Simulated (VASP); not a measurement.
Os:

```xyz
2
Lattice="2.7461 0.0000 0.0000 -1.3731 2.3782 0.0000 0.0000 0.0000 4.3263" Properties=species:S:1:pos:R:3 pbc="T T T"
Os    0.0000    1.5855    1.0816
Os    1.3731    0.7927    3.2447
```

| Item | Value |
| --- | --- |
| Program | VASP 6.6.1 |
| Task | relaxation of cell and atoms |
| Functional | PBEsol |
| Potentials or basis | VASP PAW PBE potentials, release 64 (Os) |
| Cutoff | 300 eV |
| k mesh | 18 × 18 × 10 |
| Occupations | gaussian, width 0.1 eV |
| Spin | no spin polarisation |

At the start: pressure -8.3 GPa; volume 14.13 Å³/atom.

Question: Where does the relaxation end?

Answer: Over 9 steps the energy falls by 7.3 meV/atom and the volume is 13.86 Å³/atom (-1.9 %); space group P6_3/mmc (No. 194, to 0.05 Å).

Step by step:
| step | energy change (eV) | largest force (eV/Å) | pressure (GPa) | volume (Å³) |
| --- | --- | --- | --- | --- |
| 1 | 0.0000 | 0.0000 | -8.29 | 28.25 |
| 2 | 0.3166 | 0.0000 | 49.50 | 25.37 |
| 3 | -0.0144 | 0.0000 | -0.30 | 27.73 |
| 4 | -0.0145 | 0.0000 | 0.01 | 27.71 |
| 5 | -0.0145 | 0.0000 | 0.17 | 27.70 |
| 6 | -0.0144 | 0.0000 | 0.10 | 27.70 |
| 7 | -0.0147 | 0.0000 | 0.14 | 27.70 |
| 8 | -0.0147 | 0.0000 | -0.44 | 27.74 |
| 9 | -0.0147 | 0.0000 | -0.01 | 27.71 |

Final structure:
```
Os
1.0
     2.72496    0.00000    0.00000
    -1.36248    2.35989    0.00000
     0.00000    0.00000    4.30915
Os
2
Direct
  0.33333 0.66667 0.25000
  0.66667 0.33333 0.75000
```

Caveat: the PAW data sets were made with another functional, which shifts forces and pressure a little.
